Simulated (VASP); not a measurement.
Input for VASP

File POSCAR:
```
MgTe
1
    4.4918420000     0.0000000000     0.0000000000
   -2.2459210000     3.8900490000     0.0000000000
    0.0000000000     0.0000000000    29.4102780000
Mg Te
8 8
Direct
  0.0000000000   0.0000000000   0.0000000000
  0.0000000000   0.0000000000   0.5000000000
  0.0000000000   0.0000000000   0.2500000000
  0.0000000000   0.0000000000   0.7500000000
  0.6666670000   0.3333330000   0.3750900000
  0.6666670000   0.3333330000   0.8750900000
  0.3333330000   0.6666670000   0.1250900000
  0.3333330000   0.6666670000   0.6250900000
  0.0000000000   0.0000000000   0.4060800000
  0.0000000000   0.0000000000   0.9060800000
  0.0000000000   0.0000000000   0.1560800000
  0.0000000000   0.0000000000   0.6560800000
  0.6666670000   0.3333330000   0.2816450000
  0.6666670000   0.3333330000   0.7816450000
  0.3333330000   0.6666670000   0.0316450000
  0.3333330000   0.6666670000   0.5316450000
```

KPOINTS:
```
Regular mesh
0
G
  5 5 1
0 0 0
```

INCAR:
```
PREC=Accurate
LREAL=Auto
ISIF=2
LASPH=.TRUE.   # aspherical one-centre terms
LCHARG=.FALSE.
SIGMA=0.2
ISMEAR=1
NELM=100   # most electronic steps
LMAXMIX=4   # l cut-off of mixed one-centre charges
LWAVE=.FALSE.
ALGO=Normal   # blocked Davidson
ENCUT=300
EDIFF=1E-6   # SCF stop (eV)
GGA=PE
SYSTEM=MgTe
```

POTCAR, in this order: Mg Te (PBE.64 set). Program: vasp_std.

### Question
Translate this PBE calculation to Quantum ESPRESSO's pw.x.

### Answer
One equivalent input (not run):
```
&CONTROL
  calculation = 'scf'
  pseudo_dir = './pseudo'
  outdir = './out'
  tprnfor = .true.
  tstress = .true.
/
&SYSTEM
  ibrav = 0
  nat = 16
  ntyp = 2
  ecutwfc = 84
  occupations = 'smearing'
  smearing = 'methfessel-paxton'
  degauss = 0.0147
  input_dft = 'pbe'
/
&ELECTRONS
  conv_thr = 7.3e-08
  electron_maxstep = 100
/
ATOMIC_SPECIES
  Mg 24.305 Mg.upf
  Te 127.600 Te.upf
CELL_PARAMETERS angstrom
     4.4918420    0.0000000    0.0000000
    -2.2459210    3.8900490    0.0000000
     0.0000000    0.0000000   29.4102780
ATOMIC_POSITIONS crystal
  Mg   0.0000000  0.0000000  0.0000000
  Mg   0.0000000  0.0000000  0.5000000
  Mg   0.0000000  0.0000000  0.2500000
  Mg   0.0000000  0.0000000  0.7500000
  Mg   0.6666670  0.3333330  0.3750900
  Mg   0.6666670  0.3333330  0.8750900
  Mg   0.3333330  0.6666670  0.1250900
  Mg   0.3333330  0.6666670  0.6250900
  Te   0.0000000  0.0000000  0.4060800
  Te   0.0000000  0.0000000  0.9060800
  Te   0.0000000  0.0000000  0.1560800
  Te   0.0000000  0.0000000  0.6560800
  Te   0.6666670  0.3333330  0.2816450
  Te   0.6666670  0.3333330  0.7816450
  Te   0.3333330  0.6666670  0.0316450
  Te   0.3333330  0.6666670  0.5316450
K_POINTS automatic
  5 5 1 0 0 0
```
What does not carry over: the potentials are each code's own (VASP's PAW set, PseudoDojo norm-conserving files in pw.x), so ENCUT and ecutwfc are chosen apart and not converted; conv_thr bounds pw.x's estimated SCF error, while EDIFF bounds the energy change between steps.

The structure was generated: MgTe was put into an ordered model structure, which need not be its known phase. The cell was not relaxed at this level. The run is one of a series of settings (LREAL = Auto, KPOINTS 5×5×1 Γ-centred mesh against the base run), some of them coarse on purpose.
